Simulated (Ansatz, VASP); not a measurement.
# Cross-check of CdH2O2 between VASP and Ansatz

Aim: how closely do two programs agree when they are given the same cell, functional and k mesh? The cell is taken from a series of runs on this material, whose earlier steps may have relaxed, scaled, displaced or heated it; both programs get it as it stands.

Main program and level: Ansatz 0.2.0; plane waves, with VASP 6.6.1 beside it; single point at LDA.

## Step 1: Starting point

The structure is trigonal, space group P-3m1 (No. 164). The conventional cell has a = 3.516 Å, b = 3.516 Å, c = 4.643 Å, α = 90.00°, β = 90.00°, γ = 120.00°. Cd has 6 O at 2.32 Å nearest. Nearest to O lie 1 H at 0.97 Å and 3 Cd at 2.32 Å. H has 1 O at 0.97 Å nearest. Farther neighbours and most contacts between anions are not listed.

## Step 2: Ansatz: single point, LDA

Ansatz runs on its default PAW (the set named soft_2) files.

A single point gives forces, pressure and levels at one fixed geometry, so differences don't come from the geometry; what else differs is listed under the comparison.

Input file input.yaml:

```yaml
crystal:
  lattice:
    - [3.5155259648, 0.0, 0.0]
    - [-1.7577629824, 3.0445347931, 0.0]
    - [0.0, 0.0, 4.64297929]
  atoms:
    - { symbol: Cd, position: [0.0, 0.0, 0.0] }
    - { symbol: O, position: [0.66666667, 0.33333333, 0.7597526643] }
    - { symbol: O, position: [0.33333333, 0.66666667, 0.2402473357] }
    - { symbol: H, position: [0.66666667, 0.33333333, 0.5512858619] }
    - { symbol: H, position: [0.33333333, 0.66666667, 0.4487141381] }
hamiltonian:
  xc: lda
  pseudopotentials: { kind: paw }
kpoints:
  mp_grid: { grid: [7, 7, 5] }
scf:
  occupations: { method: gaussian, width: 0.01 }
  n_extra_bands: 5
output:
  forces: true
  stress: true
  eigenvalues: true
```

Run with:

```bash
> ansatz run input.yaml --threads 2 --pin off --max-ram 4608MiB --backend cpu --events-out ev --progress --plain --runs-dir out
```

Numbers of over 12 decimals in the logs are rounded to 6 here.

The log of the run:

```text
scf.n_extra_bands = 5 over 17 filled bands (N_el = 34.0): the run solves 22 bands
Engine: ansatz 0.2.0, aarch64-unknown-linux-gnu
Pseudopotentials: kind: paw
Pseudopotential: Cd, paw, valence charge 20, recommended cutoff 420 eV (normal), Cd.paw.azcp
Pseudopotential: O, paw, valence charge 6, recommended cutoff 420 eV (normal), O.paw.azcp
Pseudopotential: H, paw, valence charge 1, recommended cutoff 420 eV (normal), H.paw.azcp
Functional definition: SPW92
  exchange = slater_x
  correlation = pw_c
Crystal: 5 atoms, lattice volume = 49.694 Å³
Basis set: ecut = 420 eV, 981 PW (Γ)
Bands: 22, of which v1, the nominal top of the filled ones, is band 17 counted from 1 (16 counted from 0)
Symmetry: 12 space group operations
Space group: P-3m1 (ITA 164), of the structure as read, at distance tolerance 3.7e-5 Å
k-points: 32 of 245
Non-local potential: Cd, projectors of the file, l = 0: 3, l = 1: 2, l = 2: 2, l = 3: 1
Non-local potential: O, projectors of the file, l = 0: 2, l = 1: 2, l = 2: 1
Non-local potential: H, projectors of the file, l = 0: 2, l = 1: 1
PAW form: soft (Blöchl's): semilocal exchange-correlation on the pseudo side does not see the compensation charge
PAW frozen core: Cd, regenerated for the run's functional, and the local potential with it (the file was generated under x = pbe(κ = 0.804, μ = 0.219515), c = pbe(β = 0.066725))
PAW frozen core: O, regenerated for the run's functional, and the local potential with it (the file was generated under x = pbe(κ = 0.804, μ = 0.219515), c = pbe(β = 0.066725))
PAW one-centre angular grid: Cd, 590 points (default); XC on 64 Gauss nodes
PAW one-centre angular grid: O, 110 points (default); XC on 64 Gauss nodes
PAW one-centre angular grid: H, 110 points (default); XC on 64 Gauss nodes
Initial density: superposition of atomic densities (neutral atoms: chi_scale 0, normalization atom), corrected by the library's trained network
Initial wavefunctions: pseudopotential atomic-orbital guess
Functional: x = slater, c = lda
SCF iter   1: F=—  HF=-9259.826590 eV  |F-HF|=—  |Δ(HF+E_count)|=         —  Δρ=1.57e-2  dr2=1.04e-1  ethr=1.77e-3  ⟨swp⟩=5.2  Hψ=3041  notcnv=0
preconditioner: auto → Resta (q_TF=auto, 2.561 Å⁻¹)  ε∞=4.4  [insulator: Δε(μ)=1.408 eV  Ē_g=14.664 eV  σ=0.010 eV  W_gap=1.00  n_scr=20 (ndim 8)  ℏωp=26.9 eV  f_vac=0.075  D(μ)=0.00/eV (n_scr^D=0)  ε∞_Penn≈4.4]
SCF iter   2: F=—  HF=-9259.797584 eV  |F-HF|=—  |Δ(HF+E_count)|=   2.90e-2  Δρ=5.31e-3  dr2=9.15e-3  ethr=3.06e-4  ⟨swp⟩=2.8  Hψ=1437  notcnv=0  defer=32
SCF iter   3: F=—  HF=-9259.794799 eV  |F-HF|=—  |Δ(HF+E_count)|=   2.79e-3  Δρ=2.14e-3  dr2=2.19e-3  ethr=2.69e-5  ⟨swp⟩=2.5  Hψ=1171  notcnv=0  defer=32
SCF iter   4: F=—  HF=-9259.794036 eV  |F-HF|=—  |Δ(HF+E_count)|=   7.62e-4  Δρ=4.52e-4  dr2=6.99e-5  ethr=6.44e-6  ⟨swp⟩=2.0  Hψ=1083  notcnv=0  defer=32
SCF iter   5: F=—  HF=-9259.794046 eV  |F-HF|=—  |Δ(HF+E_count)|=   1.01e-5  Δρ=1.79e-4  dr2=9.19e-6  ethr=2.06e-7  ⟨swp⟩=2.1  Hψ=1018  notcnv=0  defer=32
SCF iter   6: F=—  HF=-9259.794050 eV  |F-HF|=—  |Δ(HF+E_count)|=   3.86e-6  Δρ=2.19e-5  dr2=1.29e-7  ethr=2.70e-8  ⟨swp⟩=1.0  Hψ=673  notcnv=0  defer=32
SCF iter   7: F=-9259.794050 eV  HF=-9259.794050 eV  |F-HF|=8.62e-10  |Δ(HF+E_count)|=   1.35e-7  Δρ=3.31e-6  dr2=4.20e-9  ethr=2.94e-10  ⟨swp⟩=8.7  Hψ=2891  notcnv=0
SCF 1 converged in 7 iterations: F = -9259.794050 eV  dr2 = 4.20e-9
  greatest PAW one-centre occupation: 1.000 electrons in one spin orbital (limit 2), on the Cd atom at site 0 (counted from 0), in its partial waves of l = 0
SCF converged after 7 iterations
Free energy (F): -9259.794050 eV
Harris-Foulkes:  -9259.794050 eV  (|F-HF|=8.62e-10)
Internal energy: -9259.794050 eV  (E = F + TS)
E sigma→0 (E₀):  -9259.794050 eV
Fermi energy:    6.532290 eV
--- Per-component energies (eV) ---
  E_band       = -530.083527
  E_kinetic    = 879.574881
  E_local      = -4545.951999  (includes V_loc(G=0)·N_el)
  E_nonlocal   = 147.269171
  E_hartree    = 2018.651270
  E_xc         = -335.612733
  E_vxc        = -427.584849  (∫ρ·V_xc dr)
  E_paw        = -4245.609673  (= ΣΔE_a)
  E_vpaw       = -620.696218  (= ΣTr[D̂ρ^β])
  E_aug_tail   = 0.002592  (compensation charges beyond the density's cutoff)
  E_ewald      = -3179.077972
  E_core_change = 0.960412  (= ΣΔE_core)
  E_smearing   = -0.000000  (= −TS)
  E_closure    = 0.000000  (closes the sum)
  Σ components = -9259.794050   (vs F -9259.794050, Δ=0.00e0)
--- Forces (eV/Å), atoms counted from 1 ---
  atom   1  Cd    -0.00000000     0.00000000     0.00000000
  atom   2  O      0.00000000     0.00000000     0.87721171
  atom   3  O     -0.00000000    -0.00000000    -0.87721171
  atom   4  H     -0.00000000    -0.00000000    -0.57178629
  atom   5  H      0.00000000     0.00000000     0.57178629
  max |Σ_I F_I| component: 4.64e-18 eV/Å
--- Stress (GPa, compression-positive) ---
       -5.608611       0.000000       0.000000
       -0.000000      -5.608611       0.000000
        0.000000       0.000000      -1.321529
  P = ⅓ Tr σ = -4.1796 GPa (-41.796 kbar)
--- Band table (eV; the first three rows and the last of 32) ---
  k-point 0: bands = [... 13 lower, 4.6793, 4.6793, 5.4140, 5.4140, 7.3180, 11.7753, 15.5801, 18.3940, ... 1 higher]
  k-point 1: bands = [... 13 lower, 4.5794, 4.5794, 5.5275, 5.5275, 7.8752, 11.6242, 15.4329, 18.3717, ... 1 higher]
  k-point 2: bands = [... 13 lower, 4.4541, 4.4541, 5.6742, 5.6742, 9.1943, 10.6858, 16.0681, 17.6754, ... 1 higher]
  k-point 31: bands = [... 13 lower, 2.5204, 3.4223, 4.6704, 4.9197, 12.3992, 13.3909, 14.3048, 14.8137, ... 1 higher]
```

The run ends at a pressure of -4.18 GPa, with forces up to 0.88 eV/Å.

## Step 3: VASP: single point, LDA

The same cell, functional (in two slightly different forms), mesh and smearing now go to VASP, with its own data sets and cutoff.

Lines of VASP's logs that name or quote its potential files are left out, and so is its time.

Input file INCAR:

```
SYSTEM = CdH2O2
PREC = Accurate
ENCUT = 520
EDIFF = 1E-06
NELM = 100
ISMEAR = 0
SIGMA = 0.01
LREAL = .FALSE.
ALGO = Normal
GGA = PW92
NBANDS = 19
LORBIT = 11
LWAVE = .FALSE.
LCHARG = .FALSE.
KPAR = 2
ISIF = 2
```

Input file POSCAR:

```
CdH2O2
1.0
    3.5155259648      0.0000000000      0.0000000000
   -1.7577629824      3.0445347931      0.0000000000
    0.0000000000      0.0000000000      4.6429792900
Cd O H
1 2 2
Direct
    0.0000000000      0.0000000000      0.0000000000
    0.6666666700      0.3333333300      0.7597526643
    0.3333333300      0.6666666700      0.2402473357
    0.6666666700      0.3333333300      0.5512858619
    0.3333333300      0.6666666700      0.4487141381
```

Input file KPOINTS:

```
Automatic mesh
0
Gamma
7 7 5
0 0 0
```

Potentials, in the order of the species: Cd, O and H (LDA family, release 64).

Run with:

```bash
> mpirun -np 2 vasp_std
```

The log of the run:

```text
[banner, memory and clock lines left out]
running    2 mpi-ranks, on    1 nodes
 distrk:  each k-point on    1 cores,    2 groups
 distr:  one band on    1 cores,    1 groups

 POSCAR found type information on POSCAR CdO H
 POSCAR found :  3 types and       5 ions
|                                                                             |
|               ----> ADVICE to this user running VASP <----                  |
|                                                                             |
|     You enforced a specific xc type in the INCAR file but a different       |
|     [... a line on the potential file left out ...]
|     I HOPE YOU KNOW WHAT YOU ARE DOING!                                     |
|                                                                             |

 LDA part: xc-table for (Slater(with rela. corr.)+PW92), standard interpolation
 POSCAR, INCAR and KPOINTS ok, starting setup
 FFT: planning ... GRIDC
 FFT: planning ... GRID_SOFT
 FFT: planning ... GRID
 WAVECAR not read
 entering main loop
       N       E                     dE             d eps       ncg     rms          rms(c)
DAV:   1     0.174444176426E+03    0.17444E+03   -0.14524E+04  1224   0.133E+03
DAV:   2    -0.179958951212E+02   -0.19244E+03   -0.18470E+03  1354   0.330E+02
DAV:   3    -0.286364620401E+02   -0.10641E+02   -0.10582E+02  1443   0.846E+01
DAV:   4    -0.287042025729E+02   -0.67741E-01   -0.67719E-01  1326   0.710E+00
DAV:   5    -0.287045024709E+02   -0.29990E-03   -0.29989E-03  1389   0.455E-01    0.131E+01
DAV:   6    -0.251755841283E+02    0.35289E+01   -0.11014E+01  1608   0.479E+01    0.906E+00
DAV:   7    -0.251791152315E+02   -0.35311E-02   -0.13049E+00  1258   0.108E+01    0.512E+00
DAV:   8    -0.251260580442E+02    0.53057E-01   -0.28333E-01  1315   0.426E+00    0.103E+00
DAV:   9    -0.251115726164E+02    0.14485E-01   -0.58811E-02  1405   0.208E+00    0.200E-01
DAV:  10    -0.251116359185E+02   -0.63302E-04   -0.77162E-03  1302   0.963E-01    0.780E-02
DAV:  11    -0.251116422209E+02   -0.63024E-05   -0.42511E-04  1333   0.320E-01    0.480E-02
DAV:  12    -0.251116322845E+02    0.99364E-05   -0.94495E-05  1317   0.799E-02    0.123E-02
DAV:  13    -0.251116331440E+02   -0.85954E-06   -0.41267E-06  1308   0.192E-02
   1 F= -.25111633E+02 E0= -.25111633E+02  d E =-.684189E-35
```

Parts of OUTCAR (step 3):

```text
ion  position               nearest neighbor table
   1  0.000  0.000  0.000-   2 2.32   3 2.32   3 2.32   2 2.32   2 2.32   3 2.32
   2  0.667  0.333  0.760-   4 0.97   1 2.32   1 2.32   1 2.32
   3  0.333  0.667  0.240-   5 0.97   1 2.32   1 2.32   1 2.32
   4  0.667  0.333  0.551-   2 0.97
   5  0.333  0.667  0.449-   3 0.97

  LATTYP: Found a hexagonal cell.
 ALAT       =     3.5155259648
 C/A-ratio  =     1.3207068690

 Subroutine GETGRP returns: Found 12 space group operations
 (whereof 12 operations were pure point group operations)

The static configuration has the point symmetry D_3d.

 Found     32 irreducible k-points:

   k-points           NKPTS =     32   k-points in BZ     NKDIM =     32   number of bands    NBANDS=     19

   dimension x,y,z NGX =    28 NGY =   28 NGZ =   36
   dimension x,y,z NGXF=    56 NGYF=   56 NGZF=   72

   ENCUT  =  520.0 eV  38.22 Ry    6.18 a.u.   6.54  6.54  8.63*2*pi/ulx,y,z

   NELECT =      26.0000    total number of electrons

 k-points in reciprocal lattice and weights: Automatic mesh
   0.00000000  0.00000000  0.00000000       0.004
   0.14285714  0.00000000  0.00000000       0.024
   0.28571429  0.00000000  0.00000000       0.024
   0.42857143  0.00000000  0.00000000       0.024
   0.14285714  0.14285714  0.00000000       0.024
   0.28571429  0.14285714  0.00000000       0.049
   0.42857143  0.14285714  0.00000000       0.024
   0.28571429  0.28571429  0.00000000       0.024
   0.00000000  0.00000000  0.20000000       0.008
[...]
0.42857143  0.14285714  0.40000000       0.049
   0.28571429  0.28571429  0.40000000       0.049

 average (electrostatic) potential at core
       1 -39.8363       2 -75.2301       3 -75.2301       4 -38.0338       5 -38.0338

 E-fermi :  -0.2055

 k-point     1 :       0.0000    0.0000    0.0000
  band No.  band energies     occupation
    ...
      9      -4.4227      2.00000
     10      -1.3435      2.00000
     11      -1.3435      2.00000
     12      -0.6248      2.00000
     13      -0.6248      2.00000
     14       1.2868      0.00000
     15       5.7444      0.00000
     16       9.5436      0.00000
     17      12.3895      0.00000
     18      12.3895      0.00000
    ...

 k-point     2 :       0.1429    0.0000    0.0000
  band No.  band energies     occupation
    ...
      9      -4.3486      2.00000
     10      -2.1298      2.00000
     11      -1.5674      2.00000
     12      -0.8869      2.00000
     13      -0.5399      2.00000
     14       2.2446      0.00000
     15       6.3550      0.00000
     16       9.1773      0.00000
     17      10.9451      0.00000
     18      12.6457      0.00000
    ...

 k-point     3 :       0.2857    0.0000    0.0000
  band No.  band energies     occupation
    ...
      9      -4.0947      2.00000
     10      -3.0981      2.00000
     11      -2.0502      2.00000
     12      -1.6352      2.00000
     13      -0.3919      2.00000
     14       3.9004      0.00000
     15       7.5643      0.00000
     16       8.0544      0.00000
     17       9.9414      0.00000
     18      11.4364      0.00000
    ...

  Total       -1.5125506     -1.5125506      0.0579031      0.0000000     -0.0000000     -0.0000000
  in kB      -48.7654790    -48.7654790      1.8668276      0.0000000     -0.0000000     -0.0000000
  external PRESSURE =     -31.8880435 kB  Pullay stress =       0.0000000 kB

  energy-cutoff  :      520.00
  volume of cell :       49.69
      direct lattice vectors                 reciprocal lattice vectors
     3.515525965  0.000000000  0.000000000     0.284452457  0.164228703  0.000000000
    -1.757762982  3.044534793  0.000000000     0.000000000  0.328457406  0.000000000
     0.000000000  0.000000000  4.642979290     0.000000000  0.000000000  0.215378949

 POSITION                                       TOTAL-FORCE (eV/Angst)
 -----------------------------------------------------------------------------------
      0.00000      0.00000      0.00000         0.000000      0.000000      0.000000
      1.75776      1.01484      3.52752        -0.000000      0.000000      0.962564
     -0.00000      2.02969      1.11546        -0.000000     -0.000000     -0.962564
      1.75776      1.01484      2.55961         0.000000      0.000000     -0.749000
     -0.00000      2.02969      2.08337         0.000000      0.000000      0.749000
 -----------------------------------------------------------------------------------
    total drift:                               -0.000000      0.000000      0.000000

  FREE ENERGIE OF THE ION-ELECTRON SYSTEM (eV)
  ---------------------------------------------------
  free  energy   TOTEN  =       -25.1116331440 eV

  energy  without entropy=      -25.1116331440  energy(sigma->0) =      -25.11163314

 total charge
# of ion       s       p       d       tot
------------------------------------------
    1        0.311   0.255   9.653  10.219
    2        1.547   3.511   0.000   5.058
    3        1.547   3.511   0.000   5.058
    4        0.610   0.132   0.000   0.742
    5        0.610   0.132   0.000   0.742
--------------------------------------------------
tot          4.626   7.541   9.653  21.820

[... 3 further parts left out ...]
```

The run ends at a pressure of -3.19 GPa, with forces up to 0.96 eV/Å.

## Step 4: Comparison

Known differences besides the potentials themselves: the data sets hold 34 valence electrons in Ansatz (default PAW (the set named soft_2) files) and 26 in VASP; the cutoff is 420 eV in Ansatz and 520 eV in VASP; VASP's log shows a relativistic correction to its local exchange, Ansatz's none. Total energies have different zeros and are not compared.

Both answers:

```tsv
quantity	Ansatz	VASP	difference
pressure (GPa)	-4.18	-3.19	-0.99
pressure without Ansatz's Pulay correction (GPa)	-5.00	-3.19	-1.81
gap on the k mesh (eV)	1.572	1.577	-0.006
```

Forces (eV/Å; atoms numbered as in POSCAR):

```tsv
atom	Ansatz x, y, z	VASP x, y, z
Cd1	0.000, 0.000, 0.000	0.000, 0.000, 0.000
O2	0.000, 0.000, 0.877	0.000, 0.000, 0.963
O3	0.000, 0.000, -0.877	0.000, 0.000, -0.963
H4	0.000, 0.000, -0.572	0.000, 0.000, -0.749
H5	0.000, 0.000, 0.572	0.000, 0.000, 0.749
```

The forces differ by 72 meV/Å r.m.s., which is 16.1 % of the r.m.s. force of 0.45 eV/Å (both taken over all components). A gap on the mesh is an upper bound, since the band edges may lie between its points. Ansatz's pressure holds a Pulay correction of 0.82 GPa; VASP's holds none.

## Step 5: Further runs

Further runs change the set-up of one program: Ansatz's method, potentials or start, or VASP's data sets, cutoff or form of LDA. The table gives Ansatz less VASP for each quantity, since a change that brings one quantity closer may part another.

```tsv
run	r.m.s. force difference (meV/Å)	pressure (GPa)	gap on the k mesh (eV)	pressure without Ansatz's Pulay correction (GPa)
as above	72	-0.99	-0.0056	-1.8
VASP with the data sets Cd_sv_GW, O_GW and H_GW, a cutoff of 670 eV and GGA = CA, the Perdew-Zunger form of LDA	47	-0.090	-0.014	-0.91
VASP with the data sets Cd, O_h and H_h, a cutoff of 1230 eV and GGA = CA, the Perdew-Zunger form of LDA	26	-0.84	-0.0053	-1.7
```

## Step 6: Summary of results

```
r.m.s. force difference (single point, LDA) : 16 % of the r.m.s. force
difference in pressure (single point, LDA)  : -0.99 GPa
```

What this shows: The r.m.s. force difference is 16 % of the r.m.s. force (single point, LDA), beyond the 3 % picked in this series as the mark of a large difference. Single point, LDA, VASP with the data sets Cd_sv_GW, O_GW and H_GW, a cutoff of 670 eV and GGA = CA, the Perdew-Zunger form of LDA: r.m.s. force difference goes from 72 to 47 meV/Å; the difference in pressure goes from -0.99 to -0.090 GPa; the difference in gap on the k mesh goes from -0.0056 to -0.014 eV; the difference in pressure without Ansatz's Pulay correction goes from -1.8 to -0.91 GPa. Single point, LDA, VASP with the data sets Cd, O_h and H_h, a cutoff of 1230 eV and GGA = CA, the Perdew-Zunger form of LDA: r.m.s. force difference goes from 72 to 26 meV/Å. How closely two codes agree says nothing of how well the functional describes the real material.

[Lines on the potential files, build, host, timing and source positions are cut from VASP's logs without a mark.]

[Logs are printed without paths, hosts, clocks, repeated set-up lines and the standing remarks that a program may print on its own settings, such as how far it seeks lower states.]

[Hosts, paths, dates, database ids (printed as entryN), source tags and the programs' standing remarks are cut or masked in the printed files.]
